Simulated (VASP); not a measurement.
Data:

```yaml
crystal:
  lattice:
    - [0.00000, 3.40359, 3.40359]
    - [3.40359, 0.00000, 3.40359]
    - [3.40359, 3.40359, 0.00000]
  atoms:
    - { symbol: Mg, position: [0.25000, 0.25000, 0.25000] }
    - { symbol: Mg, position: [0.75000, 0.75000, 0.75000] }
    - { symbol: Sn, position: [0.00000, 0.00000, 0.00000] }
```

The numbers are results of PBE GGA, VASP's PBE PAW potentials (set 64) (plane waves; VASP), not measurements. Numerical set-up: 520 eV cut-off, 8×8×8 Γ-centred mesh, first-order Methfessel-Paxton smearing of 0.10 eV, potentials Mg Sn_d.

Unless said otherwise, spin-orbit coupling is left out, though it shifts the bands of the heavy elements here.

Q: What does the run give for the energy per atom (σ→0), band gap (on the k-mesh) with the smallest direct gap where there is one?

A: 
The band gap (on the k-mesh) comes out as none (metal, semimetal or under 0.01 eV) and the energy per atom (σ→0) is -2.476 eV/atom.

The compound is Mg2Sn in the antifluorite structure. It was relaxed first. The start is the result of an earlier pass.
